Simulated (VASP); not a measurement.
# Y: cell size and functional

Which functional gives which lattice for Y? The starting structure is a measured crystal structure from the Crystallography Open Database. The first relaxation on each setting starts from this cell expanded by 3 % in volume.

Method: Kohn-Sham DFT with plane waves and PAW; PBEsol, LDA, PBE, PBEsol + D3(BJ), r2SCAN and r2SCAN + rVV10, in VASP 6.6.1.

## Step 1: The starting structure

It takes space group P6_3/mmc (No. 194, hexagonal). The conventional cell has a = 3.647 Å, b = 3.647 Å, c = 5.731 Å, α = 90.00°, β = 90.00°, γ = 120.00°. Nearest to Y lie 12 Y at 3.56 to 3.65 Å.

As a file:

```cif
data_structure
_symmetry_space_group_name_H-M 'P 1'
_symmetry_Int_Tables_number 1
_cell_length_a 3.6474
_cell_length_b 3.6474
_cell_length_c 5.7306
_cell_angle_alpha 90.000
_cell_angle_beta 90.000
_cell_angle_gamma 120.000
_cell_volume 66.02
loop_
_atom_site_label
_atom_site_type_symbol
_atom_site_fract_x
_atom_site_fract_y
_atom_site_fract_z
_atom_site_occupancy
Y1 Y 0.66667 0.33333 0.75000 1
Y2 Y 0.33333 0.66667 0.25000 1
```

## Step 2: Relaxation with PBEsol

PBEsol restores the gradient expansion of exchange and is tuned for the cells of solids. This run starts from the cell of an earlier relaxation, which isn't shown; the restart sets up the plane waves anew.

Contents of INCAR:

```
SYSTEM = Y
PREC = Accurate
ENCUT = 450
EDIFF = 1E-06
NELM = 100
ISMEAR = 1
SIGMA = 0.15
LREAL = .FALSE.
ALGO = Normal
GGA = PS
NBANDS = 17
LASPH = .TRUE.
LORBIT = 11
LWAVE = .FALSE.
LCHARG = .FALSE.
KPAR = 4
IBRION = 2
NSW = 50
ISIF = 3
EDIFFG = -0.006
```

Contents of POSCAR:

```
Y
1.0
    3.5958060802      0.0000000000      0.0000000000
   -1.7979030401      3.1140594126      0.0000000000
    0.0000000000      0.0000000000      5.5715449646
Y
2
Direct
    0.6666666667      0.3333333333      0.7500000000
    0.3333333333      0.6666666667      0.2500000000
```

Contents of KPOINTS:

```
Automatic mesh
0
Gamma
15 15 8
0 0 0
```

Potentials, in the order of the species: Y_sv (PBE family, release 64).

Started as:

```bash
$ mpirun -np 4 vasp_std
```

Output:

```text
[banner, memory and clock lines left out]
running    4 mpi-ranks, on    1 nodes
 distrk:  each k-point on    1 cores,    4 groups
 distr:  one band on    1 cores,    1 groups

 POSCAR found type information on POSCAR Y
 POSCAR found :  1 types and       2 ions
|                                                                             |
|               ----> ADVICE to this user running VASP <----                  |
|                                                                             |
|     You enforced a specific xc type in the INCAR file but a different       |
|     [... a line on the potential file left out ...]
|     I HOPE YOU KNOW WHAT YOU ARE DOING!                                     |
|                                                                             |

 LDA part: xc-table for (Slater+PW92), standard interpolation
 POSCAR, INCAR and KPOINTS ok, starting setup
 FFT: planning ... GRIDC
 FFT: planning ... GRID_SOFT
 FFT: planning ... GRID
 WAVECAR not read
 entering main loop
       N       E                     dE             d eps       ncg     rms          rms(c)
DAV:   1     0.824587167113E+02    0.82459E+02   -0.10664E+04  4622   0.111E+03
DAV:   2    -0.715711200217E+01   -0.89616E+02   -0.88196E+02  5812   0.251E+02
DAV:   3    -0.139230819346E+02   -0.67660E+01   -0.67281E+01  8152   0.426E+01
DAV:   4    -0.140688239347E+02   -0.14574E+00   -0.14564E+00  5518   0.673E+00
DAV:   5    -0.140727980559E+02   -0.39741E-02   -0.39734E-02  6854   0.810E-01    0.342E+01
DAV:   6    -0.137127854806E+02    0.36001E+00   -0.44900E-01  4913   0.428E+00    0.212E+01
DAV:   7    -0.136525221852E+02    0.60263E-01   -0.87778E-01  6223   0.544E+00    0.182E+00
DAV:   8    -0.136396989228E+02    0.12823E-01   -0.15273E-01  5732   0.238E+00    0.782E-01
DAV:   9    -0.136392491825E+02    0.44974E-03   -0.45745E-03  6551   0.435E-01    0.318E-01
DAV:  10    -0.136392954682E+02   -0.46286E-04   -0.11485E-03  5415   0.306E-01    0.157E-01
DAV:  11    -0.136392847852E+02    0.10683E-04   -0.62810E-05  7002   0.648E-02    0.326E-02
DAV:  12    -0.136392816507E+02    0.31345E-05   -0.13444E-05  5491   0.316E-02    0.241E-02
DAV:  13    -0.136392825484E+02   -0.89770E-06   -0.37668E-06  5230   0.186E-02
   1 F= -.13639283E+02 E0= -.13639942E+02  d E =-.136393E+02
 curvature:   0.00 expect dE= 0.000E+00 dE for cont linesearch  0.000E+00
 trial: gam= 0.00000 g(F)=  0.743E-47 g(S)=  0.470E-06 ort = 0.000E+00 (trialstep = 0.100E+01)
 search vector abs. value=  0.470E-06
 reached required accuracy - stopping structural energy minimisation
```

Elapsed: 23 s, on 4 MPI ranks of AMD EPYC 9R45, shared host; peak memory 0.99 GiB; 90 s of CPU time.

The logs omit lines about the potential files and the build; timing stands in the text.

Parts of OUTCAR (step 2):

```text
ion  position               nearest neighbor table
   1  0.667  0.333  0.750-   2 3.47   2 3.47   2 3.47   2 3.47   2 3.47   2 3.47
   2  0.333  0.667  0.250-   1 3.47   1 3.47   1 3.47   1 3.47   1 3.47   1 3.47

  LATTYP: Found a hexagonal cell.
 ALAT       =     3.5958060802
 C/A-ratio  =     1.5494564613

 Subroutine GETGRP returns: Found 24 space group operations
 (whereof 12 operations were pure point group operations)

The static configuration has the point symmetry D_3d.
 The point group associated with its full space group is D_6h.

 Found    135 irreducible k-points:

   k-points           NKPTS =    135   k-points in BZ     NKDIM =    135   number of bands    NBANDS=     17

   dimension x,y,z NGX =    28 NGY =   28 NGZ =   40
   dimension x,y,z NGXF=    56 NGYF=   56 NGZF=   80

   ENCUT  =  450.0 eV  33.07 Ry    5.75 a.u.   6.22  6.22  9.64*2*pi/ulx,y,z

   NELECT =      22.0000    total number of electrons

 k-points in reciprocal lattice and weights: Automatic mesh
   0.00000000  0.00000000  0.00000000       0.001
   0.06666667 -0.00000000  0.00000000       0.003
   0.13333333 -0.00000000  0.00000000       0.003
   0.20000000 -0.00000000  0.00000000       0.003
   0.26666667 -0.00000000  0.00000000       0.003
   0.33333333 -0.00000000  0.00000000       0.003
   0.40000000 -0.00000000  0.00000000       0.003
   0.46666667  0.00000000  0.00000000       0.003
   0.06666667  0.06666667  0.00000000       0.003
[...]
0.33333333  0.26666667  0.50000000       0.007
   0.33333333  0.33333333  0.50000000       0.001

 average (electrostatic) potential at core
       1 -37.1702       2 -37.1702

 E-fermi :   3.1307

 k-point     1 :       0.0000    0.0000    0.0000
  band No.  band energies     occupation
    ...
      6     -19.0324      2.00000
      7     -19.0324      2.00000
      8     -18.9816      2.00000
      9      -1.6451      2.00000
     10       1.2004      2.00000
     11       4.2881     -0.00000
     12       4.8963     -0.00000
     13       4.8963     -0.00000
     14       5.3308     -0.00000
     15       5.5679     -0.00000
    ...

 k-point     2 :       0.0667   -0.0000    0.0000
  band No.  band energies     occupation
    ...
      6     -19.0523      2.00000
      7     -19.0346      2.00000
      8     -18.9864      2.00000
      9      -1.5451      2.00000
     10       1.2934      2.00000
     11       4.1671     -0.00000
     12       4.6339     -0.00000
     13       4.9891     -0.00000
     14       5.4507     -0.00000
     15       5.5334     -0.00000
    ...

 k-point     3 :       0.1333   -0.0000    0.0000
  band No.  band energies     occupation
    ...
      6     -19.1075      2.00000
      7     -19.0411      2.00000
      8     -19.0005      2.00000
      9      -1.2542      2.00000
     10       1.5527      2.00000
     11       3.8484     -0.00000
     12       4.1846     -0.00000
     13       5.1785     -0.00000
     14       5.2646     -0.00000
     15       5.5493     -0.00000
    ...

  Total       -0.0006277     -0.0006277     -0.0043239      0.0000000      0.0000000      0.0000000
  in kB       -0.0161188     -0.0161188     -0.1110420      0.0000000      0.0000000      0.0000000
  external PRESSURE =      -0.0477599 kB  Pullay stress =       0.0000000 kB

  energy-cutoff  :      450.00
  volume of cell :       62.39
      direct lattice vectors                 reciprocal lattice vectors
     3.595806080  0.000000000  0.000000000     0.278101760  0.160562126  0.000000000
    -1.797903040  3.114059413  0.000000000     0.000000000  0.321124252  0.000000000
     0.000000000  0.000000000  5.571544965     0.000000000  0.000000000  0.179483430

 POSITION                                       TOTAL-FORCE (eV/Angst)
 -----------------------------------------------------------------------------------
      1.79790      1.03802      4.17866        -0.000000      0.000000      0.000000
     -0.00000      2.07604      1.39289         0.000000     -0.000000      0.000000
 -----------------------------------------------------------------------------------
    total drift:                               -0.000000      0.000000     -0.000000

  FREE ENERGIE OF THE ION-ELECTRON SYSTEM (eV)
  ---------------------------------------------------
  free  energy   TOTEN  =       -13.6392825484 eV

  energy  without entropy=      -13.6412622227  energy(sigma->0) =      -13.63994244

 reached required accuracy - stopping structural energy minimisation

 total charge
# of ion       s       p       d       f       tot
--------------------------------------------------
    1        2.291   6.234   0.968   0.008   9.499
    2        2.291   6.234   0.968   0.008   9.499
--------------------------------------------------
tot          4.581  12.467   1.935   0.015  18.999

[... 3 further parts left out ...]
```

The PAW data sets were made with PBE, which is usual practice but a small mismatch for other functionals. The run keeps the 24 symmetry operations of its start, so it cannot find a distortion of lower symmetry.

With PBEsol the relaxed cell holds 31.194 Å³ an atom, -5.51 % against the measured cell, with a = 3.596 Å and c = 5.572 Å.

## Step 3: Relaxation with LDA

LDA, the lowest rung, knows the local density alone. This run starts from the cell of an earlier relaxation, which isn't shown; the restart sets up the plane waves anew.

INCAR: that of step 2 with these lines changed.

```diff
@@ -9,3 +9,3 @@
 ALGO = Normal
-GGA = PS
+GGA = CA
 NBANDS = 17
```

Contents of POSCAR:

```
Y
1.0
    3.5399753738      0.0000000000      0.0000000000
   -1.7699876869      3.0657086025      0.0000000000
    0.0000000000      0.0000000000      5.4944613494
Y
2
Direct
    0.6666666667      0.3333333333      0.7500000000
    0.3333333333      0.6666666667      0.2500000000
```

KPOINTS is that of step 2.

Potentials, in the order of the species: Y_sv (LDA family, release 64).

Started as:

```bash
$ mpirun -np 4 vasp_std
```

Output:

```text
[banner, memory and clock lines left out]
running    4 mpi-ranks, on    1 nodes
[...]
LDA part: xc-table for (Slater(with rela. corr.)+CA(PZ))
 , standard interpolation
 POSCAR, INCAR and KPOINTS ok, starting setup
[...]
entering main loop
       N       E                     dE             d eps       ncg     rms          rms(c)
DAV:   1     0.827431831244E+02    0.82743E+02   -0.10770E+04  4590   0.112E+03
DAV:   2    -0.738185017061E+01   -0.90125E+02   -0.88839E+02  5805   0.254E+02
DAV:   3    -0.141147784335E+02   -0.67329E+01   -0.66732E+01  8146   0.427E+01
DAV:   4    -0.142589852228E+02   -0.14421E+00   -0.14414E+00  5484   0.667E+00
[...]
DAV:  10    -0.138935017703E+02    0.27737E-04   -0.40155E-04  6838   0.156E-01    0.486E-02
DAV:  11    -0.138935034879E+02   -0.17176E-05   -0.18157E-05  6264   0.301E-02    0.440E-02
DAV:  12    -0.138935029728E+02    0.51514E-06   -0.52226E-06  5423   0.193E-02
   1 F= -.13893503E+02 E0= -.13894087E+02  d E =-.138935E+02
[...]
reached required accuracy - stopping structural energy minimisation
```

Wall time 15 s (4 MPI ranks); peak memory 0.84 GiB; 59 s of CPU time.

OUTCAR, selected parts (step 3):

```text
  Total       -0.0060086     -0.0060086      0.0049106      0.0000000     -0.0000000      0.0000000
  in kB       -0.1614453     -0.1614453      0.1319435      0.0000000     -0.0000000      0.0000000
  external PRESSURE =      -0.0636490 kB  Pullay stress =       0.0000000 kB

 POSITION                                       TOTAL-FORCE (eV/Angst)
 -----------------------------------------------------------------------------------
      1.76999      1.02190      4.12085         0.000000      0.000000      0.000000
     -0.00000      2.04381      1.37362        -0.000000     -0.000000      0.000000
 -----------------------------------------------------------------------------------
    total drift:                               -0.000000      0.000000     -0.000000

  FREE ENERGIE OF THE ION-ELECTRON SYSTEM (eV)
  ---------------------------------------------------
  free  energy   TOTEN  =       -13.8935029728 eV

  energy  without entropy=      -13.8952562940  energy(sigma->0) =      -13.89408741

[... 2 parts as in an earlier step ...]

[... 2 further parts left out ...]
[key lines of the parts left out:]
E-fermi :   3.3186
```

With LDA the relaxed cell holds 29.814 Å³ an atom, -9.69 % against the measured cell, with a = 3.540 Å and c = 5.494 Å. That is -4.42 % from PBEsol.

## Step 4: Relaxation with PBE

PBE, the usual starting point, adds the gradient of the density. This run starts from the cell of an earlier relaxation, which isn't shown; the restart sets up the plane waves anew.

INCAR: that of step 3 with these lines changed.

```diff
@@ -9,3 +9,3 @@
 ALGO = Normal
-GGA = CA
+GGA = PE
 NBANDS = 17
```

Contents of POSCAR:

```
Y
1.0
    3.6536224541      0.0000000000      0.0000000000
   -1.8268112271      3.1641298612      0.0000000000
    0.0000000000      0.0000000000      5.6623075750
Y
2
Direct
    0.6666666667      0.3333333333      0.7500000000
    0.3333333333      0.6666666667      0.2500000000
```

KPOINTS is that of step 3.

PAW data sets: Y_sv (PBE family, release 64).

Started as:

```bash
$ mpirun -np 4 vasp_std
```

Output:

```text
[banner, memory and clock lines left out]
running    4 mpi-ranks, on    1 nodes
[...]
LDA part: xc-table for (Slater+PW92), standard interpolation
 POSCAR, INCAR and KPOINTS ok, starting setup
[...]
entering main loop
       N       E                     dE             d eps       ncg     rms          rms(c)
DAV:   1     0.807118745499E+02    0.80712E+02   -0.10621E+04  4622   0.110E+03
DAV:   2    -0.619866088386E+01   -0.86911E+02   -0.85626E+02  5761   0.249E+02
DAV:   3    -0.130986634841E+02   -0.69000E+01   -0.68491E+01  8260   0.420E+01
DAV:   4    -0.132559093851E+02   -0.15725E+00   -0.15716E+00  5502   0.670E+00
[...]
DAV:  12    -0.128662076225E+02    0.66055E-05   -0.27552E-05  5307   0.466E-02    0.137E-02
DAV:  13    -0.128662093337E+02   -0.17112E-05   -0.33896E-06  5248   0.156E-02    0.320E-03
DAV:  14    -0.128662094710E+02   -0.13734E-06   -0.15918E-07  3007   0.371E-03
   1 F= -.12866209E+02 E0= -.12866716E+02  d E =-.128662E+02
[...]
reached required accuracy - stopping structural energy minimisation
```

Elapsed: 24 s, on 4 MPI ranks; peak memory 0.99 GiB; 94 s of CPU time.

From OUTCAR (step 4):

```text
  Total        0.0012661      0.0012661      0.0057906     -0.0000000      0.0000000     -0.0000000
  in kB        0.0309884      0.0309884      0.1417301     -0.0000000      0.0000000     -0.0000000
  external PRESSURE =       0.0679023 kB  Pullay stress =       0.0000000 kB

 POSITION                                       TOTAL-FORCE (eV/Angst)
 -----------------------------------------------------------------------------------
      1.82681      1.05471      4.24673         0.000000     -0.000000      0.000000
     -0.00000      2.10942      1.41558        -0.000000      0.000000      0.000000
 -----------------------------------------------------------------------------------
    total drift:                               -0.000000      0.000000     -0.000000

  FREE ENERGIE OF THE ION-ELECTRON SYSTEM (eV)
  ---------------------------------------------------
  free  energy   TOTEN  =       -12.8662094710 eV

  energy  without entropy=      -12.8677285217  energy(sigma->0) =      -12.86671582

[... 2 parts as in an earlier step ...]

[... 2 further parts left out ...]
[key lines of the parts left out:]
E-fermi :   3.0116
```

With PBE the relaxed cell holds 32.730 Å³ an atom, -0.85 % against the measured cell, with a = 3.654 Å and c = 5.662 Å. That is +4.92 % from PBEsol.

## Step 5: Relaxation with PBEsol + D3(BJ)

D3 with Becke-Johnson damping keeps a finite attraction at short range. This run starts from the cell of an earlier relaxation, which isn't shown; the restart sets up the plane waves anew.

INCAR: that of step 4 with these lines changed.

```diff
@@ -9,3 +9,4 @@
 ALGO = Normal
-GGA = PE
+GGA = PS
+IVDW = 12
 NBANDS = 17
```

Contents of POSCAR:

```
Y
1.0
    3.5317602951      0.0000000000      0.0000000000
   -1.7658801475      3.0585941357      0.0000000000
    0.0000000000      0.0000000000      5.4842248982
Y
2
Direct
    0.6666666667      0.3333333333      0.7500000000
    0.3333333333      0.6666666667      0.2500000000
```

KPOINTS is that of step 4.

Started as:

```bash
$ mpirun -np 4 vasp_std
```

Output:

```text
[banner, memory and clock lines left out]
running    4 mpi-ranks, on    1 nodes
[...]
[... a notice as in an earlier step ...]

 LDA part: xc-table for (Slater+PW92), standard interpolation
 POSCAR, INCAR and KPOINTS ok, starting setup
[...]
entering main loop
       N       E                     dE             d eps       ncg     rms          rms(c)
DAV:   1     0.797831114545E+02    0.79783E+02   -0.10705E+04  4598   0.112E+03
DAV:   2    -0.718942965531E+01   -0.86973E+02   -0.85636E+02  5815   0.249E+02
DAV:   3    -0.138460342102E+02   -0.66566E+01   -0.66114E+01  8149   0.425E+01
DAV:   4    -0.140018326246E+02   -0.15580E+00   -0.15573E+00  5442   0.675E+00
[...]
DAV:  11    -0.136164876514E+02   -0.45242E-05   -0.46407E-05  6991   0.495E-02    0.636E-02
DAV:  12    -0.136164835300E+02    0.41214E-05   -0.84872E-06  5346   0.227E-02    0.205E-02
DAV:  13    -0.136164836169E+02   -0.86929E-07   -0.11730E-06  4001   0.986E-03
   1 F= -.14460106E+02 E0= -.14460731E+02  d E =-.144601E+02
[...]
reached required accuracy - stopping structural energy minimisation
```

Run time: 17 s. Hardware: 4 MPI ranks; peak memory 0.93 GiB; 66 s of CPU time.

Parts of OUTCAR (step 5):

```text
 Edisp (eV)   -0.84362

  Total      -0.00510    -0.00510    -0.00207    -0.00000     0.00000     0.00000
  in kB      -0.13793    -0.13793    -0.05605    -0.00000     0.00000     0.00000
  external pressure =       -0.11 kB  Pullay stress =        0.00 kB

 POSITION                                       TOTAL-FORCE (eV/Angst)
 -----------------------------------------------------------------------------------
      1.76588      1.01953      4.11317        -0.000000     -0.000000      0.000000
     -0.00000      2.03906      1.37106         0.000000      0.000000      0.000000
 -----------------------------------------------------------------------------------
    total drift:                                0.000000     -0.000000      0.000000

  FREE ENERGIE OF THE ION-ELECTRON SYSTEM (eV)
  ---------------------------------------------------
  free  energy   TOTEN  =       -14.4601060220 eV

  energy  without entropy=      -14.4619803093  energy(sigma->0) =      -14.46073078

[... 2 parts as in an earlier step ...]

[... 2 further parts left out ...]
[key lines of the parts left out:]
E-fermi :   3.3997
```

With PBEsol + D3(BJ) the relaxed cell holds 29.621 Å³ an atom, -10.27 % against the measured cell, with a = 3.532 Å and c = 5.484 Å. That is -5.04 % from PBEsol.

(Continued in part 2 of 2.)

[Lines on the potential files, build, host, timing and source positions are cut from VASP's logs without a mark.]

[Logs are printed without paths, hosts, clocks, repeated set-up lines and the standing remarks that a program may print on its own settings, such as how far it seeks lower states.]

[Hosts, paths, dates, database ids (printed as entryN), source tags and the programs' standing remarks are cut or masked in the printed files.]
